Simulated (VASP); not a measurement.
Method: rev-vdW-DF2, VASP's PBE PAW potentials (set 64) (plane waves; VASP).

Input for VASP

### INCAR
```
SYSTEM  =  NaI
PREC  =  Accurate; ENCUT  =  520; LREAL  =  F
LASPH  =  T; ICHARG  =  11
EDIFF  =  1E-7; NELM  =  100; ALGO  =  Normal
LMAXMIX  =  4
ISMEAR  =  0; SIGMA  =  0.05
GGA  =  MK; LUSE_VDW  =  T; AGGAC  =  0.0
PARAM1  =  0.1234568; PARAM2  =  0.7114; ZAB_VDW  =  -1.8867
LWAVE  =  F; LCHARG  =  F; LORBIT  =  11
```

### POSCAR
```
NaI
1
    0.0000000000     3.2194594855     3.2194594855
    3.2194594855     0.0000000000     3.2194594855
    3.2194594855     3.2194594855     0.0000000000
Na I
1 1
Direct
  0.0000000000   0.0000000000   0.0000000000
  0.5000000000   0.5000000000   0.5000000000
```

KPOINTS:
```
k-points along high-symmetry lines
15
Line-mode
Reciprocal
  0.000000   0.000000   0.000000 ! GAMMA
  0.500000   0.000000   0.500000 ! X

  0.500000   0.000000   0.500000 ! X
  0.625000   0.250000   0.625000 ! U

  0.375000   0.375000   0.750000 ! K
  0.000000   0.000000   0.000000 ! GAMMA

  0.000000   0.000000   0.000000 ! GAMMA
  0.500000   0.500000   0.500000 ! L

  0.500000   0.500000   0.500000 ! L
  0.500000   0.250000   0.750000 ! W

  0.500000   0.250000   0.750000 ! W
  0.500000   0.000000   0.500000 ! X
```

POTCAR, in this order: Na_pv I (PBE.64 set). Program: vasp_std. Read from the step before: CHGCAR.

Output

**OUTCAR**
```
 ion  position               nearest neighbor table
   1  0.000  0.000  0.000-
   2  0.500  0.500  0.500-
  LATTYP: Found a face centered cubic cell.
 ALAT       =     6.4389189710
 Subroutine PRICEL returns:
 Original cell was already a primitive cell.
 Subroutine GETGRP returns: Found 48 space group operations
The static configuration has the point symmetry O_h .
The dynamic configuration has the point symmetry O_h .
 Subroutine INISYM returns: Found 48 space group operations
   k-points           NKPTS =     90   k-points in BZ     NKDIM =     90   number of bands    NBANDS=     11
   number of dos      NEDOS =    301   number of ions     NIONS =      2
   total plane-waves  NPLWV =  46656
   dimension x,y,z NGX =    36 NGY =   36 NGZ =   36
   dimension x,y,z NGXF=    72 NGYF=   72 NGZF=   72
   ions per type =               1   1
   PREC   = accura    normal or accurate (medium, high low for compatibility)
   ISTART =      0    job   : 0-new  1-cont  2-samecut
   ICHARG =     11    charge: 1-file 2-atom 10-const
   ISPIN  =      1    spin polarized calculation?
   LNONCOLLINEAR =      F non collinear calculations
   LSORBIT =      F    spin-orbit coupling
   INIWAV =      1    electr: 0-lowe 1-rand  2-diag
   ENCUT  =  520.0 eV  38.22 Ry    6.18 a.u.   8.47  8.47  8.47*2*pi/ulx,y,z
...
```

### OSZICAR
```
       N       E                     dE             d eps       ncg     rms          rms(c)
DAV:   1     0.800491101771E+02    0.80049E+02   -0.68416E+03  1980   0.114E+03
DAV:   2     0.497209524717E+01   -0.75077E+02   -0.70284E+02  2120   0.235E+02
DAV:   3    -0.115139489683E+01   -0.61235E+01   -0.60832E+01  2387   0.679E+01
DAV:   4    -0.132855229650E+01   -0.17716E+00   -0.17702E+00  2381   0.121E+01
DAV:   5    -0.133351058810E+01   -0.49583E-02   -0.49581E-02  2329   0.213E+00
DAV:   6    -0.133373999676E+01   -0.22941E-03   -0.22941E-03  2810   0.454E-01
DAV:   7    -0.133374460084E+01   -0.46041E-05   -0.46041E-05  2360   0.495E-02
DAV:   8    -0.133374485453E+01   -0.25369E-06   -0.25368E-06  2123   0.101E-02
DAV:   9    -0.133374486048E+01   -0.59463E-08   -0.59446E-08  1577   0.184E-03
   1 F= -.13337449E+01 E0= -.13337449E+01  d E =-.375622E-14
```

**OUTCAR**
```
 val. band max:        0.8425935181   @ k =   0.0000   0.0000   0.0000

 cond. band min:       4.4434971188   @ k =   0.0000   0.0000   0.0000



 k-point     1 :       0.0000    0.0000    0.0000
  band No.  band energies     occupation
      1     -21.6633      2.00000
      2     -21.6632      2.00000
      3     -21.6632      2.00000
      4     -10.2527      2.00000
      5       0.8426      2.00000
      6       0.8426      2.00000
      7       0.8426      2.00000
      8       4.4435      0.00000
      9       8.7290      0.00000
     10       8.7290      0.00000
     11       8.7290      0.00000

 k-point     2 :       0.0357    0.0000    0.0357
  band No.  band energies     occupation
      1     -21.6633      2.00000
      2     -21.6633      2.00000
      3     -21.6633      2.00000
      4     -10.2476      2.00000
      5       0.7934      2.00000
      6       0.8309      2.00000
      7       0.8309      2.00000
      8       4.5130      0.00000
      9       8.6516      0.00000
     10       8.7602      0.00000
     11       8.7602      0.00000

 k-point     3 :       0.0714    0.0000    0.0714
  band No.  band energies     occupation
      1     -21.6635      2.00000
      2     -21.6633      2.00000
      3     -21.6633      2.00000
      4     -10.2326      2.00000
      5       0.6581      2.00000
      6       0.7969      2.00000
      7       0.7969      2.00000
      8       4.7078      0.00000
      9       8.4526      0.00000
     10       8.8524      0.00000
     11       8.8524      0.00000

 k-point     4 :       0.1071    0.0000    0.1071
  band No.  band energies     occupation
      1     -21.6638      2.00000
      2     -21.6634      2.00000
      3     -21.6634      2.00000
      4     -10.2085      2.00000
      5       0.4643      2.00000
      6       0.7432      2.00000
      7       0.7432      2.00000
      8       4.9948      0.00000
      9       8.1912      0.00000
     10       9.0017      0.00000
...
```

The density is held fixed in this step, so its total energy and stress have no physical meaning. Unless said otherwise, spin-orbit coupling is left out, though it shifts the bands of the heavy elements here.

The compound is NaI in the rock salt structure. It was relaxed first.
